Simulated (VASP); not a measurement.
Given:

```
Ge
1.0
    0.00000     2.84040     2.84040
    2.84040     0.00000     2.84040
    2.84040     2.84040     0.00000
Ge
2
Direct
  0.00000   0.00000   0.00000
  0.25000   0.25000   0.25000
```

The numbers are results of vdW-DF-cx, VASP's PBE PAW potentials (set 64) (plane waves; VASP), not measurements. Run with 520 eV cut-off, 12×12×12 Γ-centred mesh, tetrahedra with Blöchl corrections, potentials Ge_d.

### Question
Predict the energy per atom (σ→0), band gap (on the k-mesh) with the smallest direct gap where there is one.

### Answer

```yaml
band gap (on the k-mesh): none (metal, semimetal or under 0.01 eV)
energy per atom (σ→0): -1.314 eV/atom
```

Total energies compare only between runs with the same potentials, cut-off and functional.

The compound is Ge in the diamond structure. It was relaxed first.
